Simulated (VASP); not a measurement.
```
NdAs
1.0
    4.66904     0.00000     0.00000
   -2.33452     4.04351     0.00000
    0.00000     0.00000     7.64681
Nd As
2 2
Direct
  0.66667   0.33333   0.00000
  0.33333   0.66667   0.50000
  0.66667   0.33333   0.62520
  0.33333   0.66667   0.12520
```

The base run (VASP): PBE GGA, plane waves, VASP's PBE PAW potentials (set 64). Run with 400 eV cut-off, 5×5×3 Γ-centred mesh, Gaussian smearing of 0.050 eV, potentials Nd_3 As.

The 4f electrons are frozen in the core of the lanthanide potential, so 4f levels, which can set the real gap, and their magnetism are missing.

One setting is varied; ΔE counts from the base run. The base run took about 10 core-seconds. The timings are rough (shared machines, no repeats); factors under 2 mean little.

Pressures at a finite cut-off, here 400 eV, hold a Pulay part, which wasn't tested here.

```
setting         cost over the base run  electronic steps  ΔE (meV/atom)  pressure (GPa)
--------------  ----------------------  ----------------  -------------  --------------
SYMPREC = 1E-3    within a factor of 2                14            0.0            1.28
base run                     reference                14            0.0            1.28
ISYM = 1          within a factor of 2                14            0.0            1.28
ISYM = 0                 about 3 times                14            0.0            1.29
ISYM = -1                about 5 times                14            0.0            1.28
```

Left out are runs that failed, have no time on record or changed the cell.

The structure was generated: NdAs was put into the wurtzite type (P6_3mc), which need not be its known phase. The cell was not relaxed at this level.
